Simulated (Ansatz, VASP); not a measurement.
# Mo2NO2: VASP beside Ansatz

Aim: how closely do two programs agree when they are given the same cell, functional and k mesh? The cell is taken from a series of runs on this material, whose earlier steps may have relaxed, scaled, displaced or heated it; both programs get it as it stands.

Main program and level: Ansatz 0.2.0; plane waves, with VASP 6.6.1 beside it; single point at PBEsol.

## 1. Starting point

The cell holds 10 atoms: 2 N, 4 Mo and 4 O. Cell: a = 3.128 Å, b = 5.417 Å, c = 32.600 Å, α = 90.0°, β = 90.0°, γ = 90.0°. It derives from Mo2NO2. Vacuum lies along c.

Structure file:

```
N Mo O
1.0
     3.12760    0.00000    0.00000
     0.00000    5.41716    0.00000
     0.00000    0.00000   32.60000
N Mo O
2 4 4
Direct
  0.47442 0.50000 0.30675
  0.02558 0.00000 0.30675
  0.97643 0.33333 0.33852
  0.52357 0.83333 0.33852
  0.52357 0.16667 0.27497
  0.97643 0.66667 0.27497
  0.48639 0.16667 0.37003
  0.01361 0.66667 0.37003
  0.01361 0.33333 0.24347
  0.48639 0.83333 0.24347
```

## 2. VASP: single point, PBEsol, pair 1

A single point gives forces, pressure and levels at one fixed geometry, so differences don't come from the geometry; what else differs is listed under the comparison.

Lines of VASP's logs that name or quote its potential files are left out, and so is its time.

The input, INCAR:

```
SYSTEM = Mo2NO2
PREC = Accurate
ENCUT = 520
EDIFF = 1E-06
NELM = 120
ISMEAR = 1
SIGMA = 0.2
LREAL = .FALSE.
ALGO = Normal
GGA = PS
NBANDS = 55
LASPH = .TRUE.
LORBIT = 11
LWAVE = .FALSE.
LCHARG = .FALSE.
ISIF = 2
LDIPOL = .TRUE.
IDIPOL = 3
DIPOL = 0.5 0.5 0.307
LVHAR = .TRUE.
GGA_COMPAT = .FALSE.
NELMDL = -8
KPAR = 2
```

The input, POSCAR:

```
Mo2NO2
1.0
    3.1275982884      0.0000000000      0.0000000000
    0.0000000001      5.4171591411      0.0000000000
    0.0000000000      0.0000000000     32.6000000000
N Mo O
2 4 4
Direct
    0.4744212675      0.5000000000      0.3067484663
    0.0255787325      1.0000000000      0.3067484663
    0.9764266173      0.3333333333      0.3385219659
    0.5235733827      0.8333333333      0.3385219659
    0.5235733827      0.1666666667      0.2749749666
    0.9764266173      0.6666666667      0.2749749666
    0.4863942353      0.1666666667      0.3700275879
    0.0136057647      0.6666666667      0.3700275879
    0.0136057647      0.3333333333      0.2434693446
    0.4863942353      0.8333333333      0.2434693446
```

The input, KPOINTS:

```
Automatic mesh
0
Gamma
12 8 1
0 0 0
```

PAW data sets: N, Mo_sv and O (PBE family, release 64).

Launch:

```bash
$ mpirun -np 2 vasp_std
```

Numbers of over 12 decimals in the logs are rounded to 6 here.

Output:

```text
[banner, memory and clock lines left out]
running    2 mpi-ranks, on    1 nodes
 distrk:  each k-point on    1 cores,    2 groups
 distr:  one band on    1 cores,    1 groups

 POSCAR found type information on POSCAR N MoO
 POSCAR found :  3 types and      10 ions
|                                                                             |
|               ----> ADVICE to this user running VASP <----                  |
|                                                                             |
|     You enforced a specific xc type in the INCAR file but a different       |
|     [... a line on the potential file left out ...]
|     I HOPE YOU KNOW WHAT YOU ARE DOING!                                     |
|                                                                             |

 LDA part: xc-table for (Slater+PW92), standard interpolation
 POSCAR, INCAR and KPOINTS ok, starting setup
 FFT: planning ... GRIDC
 FFT: planning ... GRID_SOFT
 FFT: planning ... GRID
 WAVECAR not read
 entering main loop
       N       E                     dE             d eps       ncg     rms          rms(c)
DAV:   1     0.857508166792E+03    0.85751E+03   -0.49671E+04  5178   0.134E+03
DAV:   2    -0.256054218761E+02   -0.88311E+03   -0.86848E+03  5081   0.354E+02
DAV:   3    -0.110338334706E+03   -0.84733E+02   -0.83276E+02  4485   0.105E+02
DAV:   4    -0.113333990266E+03   -0.29957E+01   -0.29553E+01  4951   0.194E+01
DAV:   5    -0.113408661152E+03   -0.74671E-01   -0.74195E-01  4693   0.273E+00
DAV:   6    -0.113411420343E+03   -0.27592E-02   -0.27552E-02  4953   0.512E-01
DAV:   7    -0.113411508161E+03   -0.87818E-04   -0.87775E-04  4501   0.784E-02
DAV:   8    -0.113411511580E+03   -0.34186E-05   -0.34183E-05  4072   0.158E-02    0.716E+01
DAV:   9    -0.984198566048E+02    0.14992E+02   -0.11673E+02  4050   0.481E+01    0.199E+01
DAV:  10    -0.977776724499E+02    0.64218E+00   -0.24537E+01  4071   0.233E+01    0.179E+01
DAV:  11    -0.967156581445E+02    0.10620E+01   -0.53740E+00  4255   0.121E+01    0.198E+00
DAV:  12    -0.967128113356E+02    0.28468E-02   -0.38404E-01  4541   0.295E+00    0.684E-01
DAV:  13    -0.967099024568E+02    0.29089E-02   -0.68004E-02  4666   0.112E+00    0.232E-01
DAV:  14    -0.967092659469E+02    0.63651E-03   -0.45833E-03  4520   0.360E-01    0.172E-01
[...]
DAV:  20    -0.967094996603E+02   -0.10295E-03   -0.88493E-06  3956   0.108E-02    0.429E-03
DAV:  21    -0.967096360717E+02   -0.13641E-03   -0.73891E-06  3681   0.889E-03    0.471E-03
DAV:  22    -0.967096650088E+02   -0.28937E-04   -0.57653E-07  2717   0.290E-03    0.205E-03
DAV:  23    -0.967096975693E+02   -0.32560E-04   -0.14562E-06  2905   0.346E-03    0.136E-03
DAV:  24    -0.967097026389E+02   -0.50697E-05   -0.21836E-07  2499   0.188E-03    0.848E-04
DAV:  25    -0.967097063605E+02   -0.37216E-05   -0.14631E-07  2527   0.113E-03    0.491E-04
DAV:  26    -0.967097079678E+02   -0.16073E-05   -0.72206E-08  2464   0.730E-04    0.122E-04
DAV:  27    -0.967097088435E+02   -0.87566E-06   -0.41924E-08  2254   0.495E-04
   1 F= -.96709709E+02 E0= -.96709283E+02  d E =-.127820E-02
```

From OUTCAR (step 2):

```text
ion  position               nearest neighbor table
   1  0.474  0.500  0.307-   3 2.08   6 2.08   3 2.09   6 2.09   4 2.09   5 2.09
   2  0.026  0.000  0.307-   4 2.08   5 2.08   4 2.09   5 2.09   3 2.09   6 2.09
   3  0.976  0.333  0.339-   7 2.05   1 2.08   8 2.08   1 2.09   2 2.09   7 2.10   5 2.67   6 2.75
                             5 2.83   4 3.06   4 3.06   4 3.20   4 3.20
   4  0.524  0.833  0.339-   8 2.05   2 2.08   7 2.08   2 2.09   1 2.09   8 2.10   6 2.67   5 2.75
                             6 2.83   3 3.06   3 3.06   3 3.20   3 3.20
   5  0.524  0.167  0.275-   9 2.05   2 2.08  10 2.08   2 2.09   1 2.09   9 2.10   3 2.67   4 2.75
                             3 2.83   6 3.06   6 3.06   6 3.20   6 3.20
   6  0.976  0.667  0.275-  10 2.05   1 2.08   9 2.08   1 2.09   2 2.09  10 2.10   4 2.67   3 2.75
                             4 2.83   5 3.06   5 3.06   5 3.20   5 3.20
   7  0.486  0.167  0.370-   3 2.05   4 2.08   3 2.10
   8  0.014  0.667  0.370-   4 2.05   3 2.08   4 2.10
   9  0.014  0.333  0.243-   5 2.05   6 2.08   5 2.10
  10  0.486  0.833  0.243-   6 2.05   5 2.08   6 2.10

  LATTYP: Found a simple orthorhombic cell.
 ALAT       =     3.1275982884
 B/A-ratio  =     1.7320508075
 C/A-ratio  =    10.4233334955

 Subroutine GETGRP returns: Found  4 space group operations
 (whereof  1 operations were pure point group operations)

The static configuration has the point symmetry C_1 .
 The point group associated with its full space group is C_2h.

 Found     35 irreducible k-points:

   k-points           NKPTS =     35   k-points in BZ     NKDIM =     35   number of bands    NBANDS=     55

   dimension x,y,z NGX =    24 NGY =   40 NGZ =  250
   dimension x,y,z NGXF=    48 NGYF=   80 NGZF=  500

   ENCUT  =  520.0 eV  38.22 Ry    6.18 a.u.   5.82 10.07 60.61*2*pi/ulx,y,z

   NELECT =      90.0000    total number of electrons

 k-points in reciprocal lattice and weights: Automatic mesh
   0.00000000  0.00000000  0.00000000       0.010
   0.08333333  0.00000000  0.00000000       0.021
   0.16666667  0.00000000  0.00000000       0.021
   0.25000000  0.00000000  0.00000000       0.021
   0.33333333  0.00000000  0.00000000       0.021
   0.41666667  0.00000000  0.00000000       0.021
   0.50000000  0.00000000  0.00000000       0.010
   0.00000000  0.12500000  0.00000000       0.021
   0.08333333  0.12500000  0.00000000       0.042
[...]
0.41666667  0.50000000  0.00000000       0.021
   0.50000000  0.50000000  0.00000000       0.010

 dipolmoment           0.000000      0.000000      0.000001 electrons x Angstroem

 average (electrostatic) potential at core
       1 -73.4361       2 -73.4361       3 -85.7506       4 -85.7506       5 -85.7506
       6 -85.7506       7 -78.9205       8 -78.9205       9 -78.9205      10 -78.9205

 E-fermi :  -3.0657

 k-point     1 :       0.0000    0.0000    0.0000
  band No.  band energies     occupation
    ...
     40      -6.1630      2.00000
     41      -5.6799      2.00000
     42      -5.6329      2.00000
     43      -5.0137      2.00000
     44      -3.8222      2.00000
     45      -2.9789      0.33631
     46      -2.8950     -0.00497
     47      -2.5306     -0.00102
     48      -2.3630     -0.00001
     49      -1.9305     -0.00000
    ...

 k-point     2 :       0.0833    0.0000    0.0000
  band No.  band energies     occupation
    ...
     42      -5.2251      2.00000
     43      -4.8781      2.00000
     44      -3.8442      2.00000
     45      -3.1465      1.62558
     46      -3.1063      1.33602
     47      -2.3176     -0.00000
     48      -2.2416     -0.00000
     49      -1.8734     -0.00000
     50      -1.7720     -0.00000
     51      -1.3987     -0.00000
    ...

 k-point     3 :       0.1667    0.0000    0.0000
  band No.  band energies     occupation
    ...
     42      -4.7242      2.00000
     43      -4.5963      2.00000
     44      -3.7483      2.00002
     45      -3.4055      2.03720
     46      -3.3656      2.05535
     47      -2.1405     -0.00000
     48      -1.9626     -0.00000
     49      -1.7099     -0.00000
     50      -1.7050     -0.00000
     51      -1.2156     -0.00000
    ...

  Total        0.9562131     -0.7032317      0.9017076     -0.0000000     -0.3519208     -0.0000000
  in kB        2.7737358     -2.0399000      2.6156291     -0.0000000     -1.0208344     -0.0000000
  external PRESSURE =       1.1164883 kB  Pullay stress =       0.0000000 kB

  energy-cutoff  :      520.00
  volume of cell :      552.33
      direct lattice vectors                 reciprocal lattice vectors
     3.127598288  0.000000000  0.000000000     0.319734156 -0.000000000  0.000000000
     0.000000000  5.417159141  0.000000000     0.000000000  0.184598601  0.000000000
     0.000000000  0.000000000 32.600000000     0.000000000  0.000000000  0.030674847

 POSITION                                       TOTAL-FORCE (eV/Angst)
 -----------------------------------------------------------------------------------
      1.48380      2.70858     10.00000         0.042005      0.000000      0.000000
      0.08000      0.00000     10.00000        -0.042005      0.000000      0.000000
      3.05387      1.80572     11.03582        -0.060048      0.003336      0.216027
      1.63753      4.51430     11.03582         0.060048      0.003336      0.216027
      1.63753      0.90286      8.96418         0.060048     -0.003336     -0.216027
      3.05387      3.61144      8.96418        -0.060048     -0.003336     -0.216027
      1.52125      0.90286     12.06290        -0.003477     -0.043894      0.020016
      0.04255      3.61144     12.06290         0.003477     -0.043894      0.020016
      0.04255      1.80572      7.93710         0.003477      0.043894     -0.020016
      1.52125      4.51430      7.93710        -0.003477      0.043894     -0.020016
 -----------------------------------------------------------------------------------
    total drift:                               -0.000000     -0.000025     -0.000161

  FREE ENERGIE OF THE ION-ELECTRON SYSTEM (eV)
  ---------------------------------------------------
  free  energy   TOTEN  =       -96.7097088435 eV

  energy  without entropy=      -96.7084306438  energy(sigma->0) =      -96.70928278

 vacuum level on the upper side and lower side of the slab         3.020         3.020

 total charge
# of ion       s       p       d       tot
------------------------------------------
    1        1.246   2.562   0.000   3.808
    2        1.246   2.562   0.000   3.808
    3        2.297   6.249   3.937  12.483
    4        2.297   6.249   3.937  12.483
    5        2.297   6.249   3.937  12.483
    6        2.297   6.249   3.937  12.483
    7        1.565   3.413   0.000   4.978
    8        1.565   3.413   0.000   4.978
    9        1.565   3.413   0.000   4.978
   10        1.565   3.413   0.000   4.978
--------------------------------------------------
tot         17.940  43.770  15.747  77.457

[... 3 further parts left out ...]
```

The run ends at a pressure of 0.11 GPa, with forces up to 0.22 eV/Å.

## 3. Ansatz: single point, PBEsol, pair 1

Ansatz runs on its PAW soft_1 files.

The same cell, functional, mesh and smearing now go to Ansatz, which takes its cutoff from its data sets.

The input, input.yaml:

```yaml
crystal:
  lattice:
    - [3.1275982884, 0.0, 0.0]
    - [1.0e-10, 5.4171591411, 0.0]
    - [0.0, 0.0, 32.6]
  atoms:
    - { symbol: "N", position: [0.4744212675, 0.5, 0.3067484663] }
    - { symbol: "N", position: [0.0255787325, 0.0, 0.3067484663] }
    - { symbol: Mo, position: [-0.0235733827, 0.3333333333, 0.3385219659] }
    - { symbol: Mo, position: [0.5235733827, 0.8333333333, 0.3385219659] }
    - { symbol: Mo, position: [0.5235733827, 0.1666666667, 0.2749749666] }
    - { symbol: Mo, position: [-0.0235733827, 0.6666666667, 0.2749749666] }
    - { symbol: O, position: [0.4863942353, 0.1666666667, 0.3700275879] }
    - { symbol: O, position: [0.0136057647, 0.6666666667, 0.3700275879] }
    - { symbol: O, position: [0.0136057647, 0.3333333333, 0.2434693446] }
    - { symbol: O, position: [0.4863942353, 0.8333333333, 0.2434693446] }
  periodic: [true, true, false]
kpoints:
  mp_grid: { grid: [12, 8, 1] }
hamiltonian:
  xc: pbesol
  pseudopotentials: { kind: paw, azcp: { folder: soft_1 }, xc_functional: pbe }
scf:
  occupations: { method: methfessel_paxton, width: 0.2 }
output:
  forces: true
  stress: true
  eigenvalues: true
```

Launch:

```bash
$ ansatz run input.yaml --threads 8 --pin off --max-ram 16384MiB --backend cpu --events-out ev --progress --plain --runs-dir out
```

Output:

```text
Engine: ansatz 0.2.0, aarch64-unknown-linux-gnu
Pseudopotentials: kind: paw
Pseudopotential: N, paw, valence charge 5, recommended cutoff 420 eV (normal), soft_1/N.paw.azcp
Pseudopotential: Mo, paw, valence charge 14, recommended cutoff 420 eV (normal), soft_1/Mo.paw.azcp
Pseudopotential: O, paw, valence charge 6, recommended cutoff 420 eV (normal), soft_1/O.paw.azcp
Functional definition: PBEsol
  exchange = pbesol_x
  correlation = pbesol_c
Crystal: 10 atoms, lattice volume = 552.332 Å³
Basis set: ecut = 420 eV, 10785 PW (Γ), exchange–correlation on 48×80×450 points (8 copies of the dense FFT grid, shifted against one another)
Bands: 55, of which v1, the nominal top of the filled ones, is band 45 counted from 1 (44 counted from 0)
Symmetry: 4 space group operations
Space group: P2/c (ITA 13), of the structure as read, at distance tolerance 8.2e-5 Å
k-points: 35 of 96
Non-local potential: N, projectors of the file, l = 0: 2, l = 1: 2, l = 2: 1
Non-local potential: Mo, projectors of the file, l = 0: 3, l = 1: 2, l = 2: 2, l = 3: 1
Non-local potential: O, projectors of the file, l = 0: 2, l = 1: 2, l = 2: 1
PAW form: soft (Blöchl's): semilocal exchange-correlation on the pseudo side does not see the compensation charge
PAW frozen core: N, regenerated for the run's functional, and the local potential with it (the file was generated under x = pbe(κ = 0.804, μ = 0.219515), c = pbe(β = 0.066725))
PAW frozen core: Mo, regenerated for the run's functional, and the local potential with it (the file was generated under x = pbe(κ = 0.804, μ = 0.219515), c = pbe(β = 0.066725))
PAW frozen core: O, regenerated for the run's functional, and the local potential with it (the file was generated under x = pbe(κ = 0.804, μ = 0.219515), c = pbe(β = 0.066725))
PAW one-centre angular grid: N, 110 points (default); XC on 64 Gauss nodes
PAW one-centre angular grid: Mo, 590 points (default); XC on 64 Gauss nodes
PAW one-centre angular grid: O, 110 points (default); XC on 64 Gauss nodes
Initial density: superposition of atomic densities (neutral atoms: chi_scale 0, normalization atom)
Initial wavefunctions: pseudopotential atomic-orbital guess
Functional: x = pbesol(κ = 0.804, μ = 0.123457), c = pbesol(β = 0.046)
SCF iter   1: F=—  HF=-22608.028815 eV  |F-HF|=—  |Δ(HF+E_count)|=         —  Δρ=9.79e-2  dr2=6.27e1  ethr=3.10e-3  ⟨swp⟩=11.1  Hψ=13012  notcnv=0
preconditioner: auto → LDOS  [metal: Δε(μ)=0.023 eV  Ē_g=11.652 eV  σ=0.200 eV  W_gap=0.10  n_scr=56 (ndim 8)  ℏωp=12.0 eV  f_vac=0.776  D(μ)=3.76/eV (n_scr^D=10)  β→1.0]
SCF iter   2: F=—  HF=-22607.292335 eV  |F-HF|=—  |Δ(HF+E_count)|=   7.36e-1  S|Δr|=    0.00e0  Δρ=1.43e-1  dr2=1.30e2  ethr=3.10e-3  ⟨swp⟩=6.5  Hψ=7476  notcnv=0  defer=111
SCF iter   3: F=—  HF=-22592.011401 eV  |F-HF|=—  |Δ(HF+E_count)|=    1.53e1  S|Δr|=    0.00e0  Δρ=2.15e-2  dr2=1.58e0  ethr=3.10e-3  ⟨swp⟩=5.4  Hψ=6867  notcnv=0  defer=52
SCF iter   4: F=—  HF=-22591.856732 eV  |F-HF|=—  |Δ(HF+E_count)|=   1.55e-1  S|Δr|=    0.00e0  Δρ=7.32e-3  dr2=8.29e-1  ethr=1.75e-3  ⟨swp⟩=3.5  Hψ=4932  notcnv=0  defer=80
SCF iter   5: F=—  HF=-22591.743080 eV  |F-HF|=—  |Δ(HF+E_count)|=   1.14e-1  S|Δr|=    0.00e0  Δρ=6.04e-3  dr2=3.69e-1  ethr=9.21e-4  ⟨swp⟩=3.5  Hψ=3985  notcnv=0  defer=80
SCF iter   6: F=—  HF=-22591.693847 eV  |F-HF|=—  |Δ(HF+E_count)|=   4.92e-2  S|Δr|=    0.00e0  Δρ=2.80e-3  dr2=9.18e-2  ethr=4.09e-4  ⟨swp⟩=2.6  Hψ=2915  notcnv=0  defer=80
SCF iter   7: F=—  HF=-22591.681093 eV  |F-HF|=—  |Δ(HF+E_count)|=   1.28e-2  S|Δr|=    0.00e0  Δρ=9.32e-4  dr2=1.13e-2  ethr=1.02e-4  ⟨swp⟩=2.9  Hψ=3470  notcnv=0  defer=76
SCF iter   8: F=—  HF=-22591.679927 eV  |F-HF|=—  |Δ(HF+E_count)|=   1.17e-3  S|Δr|=    0.00e0  Δρ=3.42e-4  dr2=1.14e-3  ethr=1.26e-5  ⟨swp⟩=3.5  Hψ=3949  notcnv=0  defer=76
SCF iter   9: F=—  HF=-22591.679753 eV  |F-HF|=—  |Δ(HF+E_count)|=   1.75e-4  S|Δr|=    0.00e0  Δρ=3.79e-5  dr2=8.39e-6  ethr=1.26e-6  ⟨swp⟩=3.2  Hψ=3878  notcnv=0  defer=76
SCF iter  10: F=—  HF=-22591.679572 eV  |F-HF|=—  |Δ(HF+E_count)|=   1.81e-4  S|Δr|=    0.00e0  Δρ=1.44e-5  dr2=5.22e-7  ethr=9.33e-9  ⟨swp⟩=4.2  Hψ=5302  notcnv=0  defer=76
SCF iter  11: F=-22591.679572 eV  HF=-22591.679572 eV  |F-HF|=2.89e-8  |Δ(HF+E_count)|=   2.76e-8  S|Δr|=    0.00e0  Δρ=3.78e-6  dr2=4.53e-8  ethr=1.11e-10  ⟨swp⟩=24.4  Hψ=15512  notcnv=0
SCF 1 converged in 11 iterations: F = -22591.679572 eV  dr2 = 4.53e-8
  greatest PAW one-centre occupation: 0.999 electrons in one spin orbital (limit 2), on the Mo atom at site 5 (counted from 0), in its partial waves of l = 0
SCF converged after 11 iterations
Stability not checked: this state was not tested for a lower state beside it, because cold or Methfessel-Paxton smearing, or corrected tetrahedra, fill the levels in a way that the test cannot read (fill_not_monotonic; see scf.lower_state_search)
Free energy (F): -22591.679572 eV
Harris-Foulkes:  -22591.679572 eV  (|F-HF|=2.89e-8)
Internal energy: -22591.678035 eV  (E = F + TS)
E sigma→0 (E₀):  -22591.679188 eV
Entropy (-TS):   -0.001536 eV (-0.154 meV/atom)
Fermi energy:    -6.060051 eV
--- Per-component energies (eV) ---
  E_band       = -2345.390770
  E_kinetic    = 2623.032047
  E_local      = -286745.560038  (includes V_loc(G=0)·N_el)
  E_nonlocal   = 878.895544
  E_hartree    = 141569.631813
  E_xc         = -1101.232545
  E_vxc        = -1389.452286  (∫ρ·V_xc dr)
  E_paw        = -13487.849685  (= ΣΔE_a)
  E_vpaw       = -851.546302  (= ΣTr[D̂ρ^β])
  E_aug_tail   = 0.005067  (compensation charges beyond the density's cutoff)
  E_ewald      = 133670.365213
  E_core_change = 1.034549  (= ΣΔE_core)
  E_smearing   = -0.001536  (= −TS)
  E_closure    = 0.000000  (closes the sum)
  Σ components = -22591.679572   (vs F -22591.679572, Δ=0.00e0)
--- Forces (eV/Å), atoms counted from 1 ---
  atom   1  N      0.04730671    -0.00000000    -0.00000000
  atom   2  N     -0.04730671     0.00000000     0.00000000
  atom   3  Mo    -0.06807169     0.00353412     0.16449966
  atom   4  Mo     0.06807169     0.00353412     0.16449966
  atom   5  Mo     0.06807169    -0.00353412    -0.16449966
  atom   6  Mo    -0.06807169    -0.00353412    -0.16449966
  atom   7  O      0.00171402    -0.04469419    -0.00328242
  atom   8  O     -0.00171402    -0.04469419    -0.00328242
  atom   9  O     -0.00171402     0.04469419     0.00328242
  atom  10  O      0.00171402     0.04469419     0.00328242
  max |Σ_I F_I| component: 2.78e-17 eV/Å
--- 2D stress c σ (N/m, compression-positive) ---
        0.442222      -0.000000       0.000000
       -0.000000      -1.119147       0.000000
        0.000000       0.000000       0.000000
  P = ½ c Tr σ = -0.3385 N/m
--- Band table (eV; the first three rows and the last of 35) ---
  k-point 0: bands = [... 41 lower, -8.6197, -8.0129, -6.8140, -5.9742, -5.8908, -5.5252, -5.3580, -4.9270, ... 6 higher]
  k-point 1: bands = [... 41 lower, -8.2907, -8.0260, -6.9215, -5.9984, -5.9518, -5.4537, -5.2002, -4.8711, ... 6 higher]
  k-point 2: bands = [... 41 lower, -8.0233, -7.8027, -7.0614, -6.1613, -5.9069, -5.2636, -4.9508, -4.7387, ... 6 higher]
  k-point 34: bands = [... 41 lower, -8.0225, -6.2189, -6.2189, -6.0751, -6.0751, -4.9225, -4.9225, -4.7305, ... 6 higher]
```

The column dr2 measures how far the density is from self-consistency, as an energy; F and HF (Harris–Foulkes) agree once it is small.

[end of part 1 of 2]

[Lines on the potential files, build, host, timing and source positions are cut from VASP's logs without a mark.]

[Logs are printed without paths, hosts, clocks, repeated set-up lines and the standing remarks that a program may print on its own settings, such as how far it seeks lower states.]

[Hosts, paths, dates, database ids (printed as entryN), source tags and the programs' standing remarks are cut or masked in the printed files.]
